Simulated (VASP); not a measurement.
Data:

```cif
data_GaSb
_chemical_formula_sum 'Ga1 Sb1'
_space_group_name_H-M_alt 'P 1'
_space_group_IT_number 1
_cell_length_a 4.32402
_cell_length_b 4.32402
_cell_length_c 4.32402
_cell_angle_alpha 60.000
_cell_angle_beta 60.000
_cell_angle_gamma 60.000
loop_
_space_group_symop_operation_xyz
  'x, y, z'
loop_
_atom_site_label
_atom_site_type_symbol
_atom_site_fract_x
_atom_site_fract_y
_atom_site_fract_z
_atom_site_occupancy
Ga1 Ga 0.00000 0.00000 0.00000 1
Sb1 Sb 0.25000 0.25000 0.25000 1
```

Computed with PBEsol GGA, VASP's PBE PAW potentials (set 64) (plane waves; VASP). Settings: 520 eV cut-off, 10×10×10 Γ-centred mesh, first-order Methfessel-Paxton smearing of 0.10 eV, potentials Ga_d Sb.

**Question.** Give the energy at these volumes per atom, relative to the lowest: 26.89, 27.75, 28.60, 29.46, 30.32 Å³.

**Answer.** 18.0, 4.1, 0.0, 4.0, 15.1 meV/atom. A third-order Birch-Murnaghan fit gives B0 = 51.3 GPa and B0′ = 4.6.

Measured: bulk modulus 57.0 GPa (computed value off by -10.1 %), as given by Cormac Toher et al., Physical Review Materials (2017), arXiv:1611.05714; a 6.096 Å at 300 K (computed value off by +0.3 %), as given by I. Vurgaftman et al., Journal of Applied Physics (2001), doi:10.1063/1.1368156. The calculation is for a static lattice, while the measured bulk modulus, a hold thermal and zero-point effects, which are part of the difference.

The compound is GaSb in the zinc blende structure. It was relaxed first.
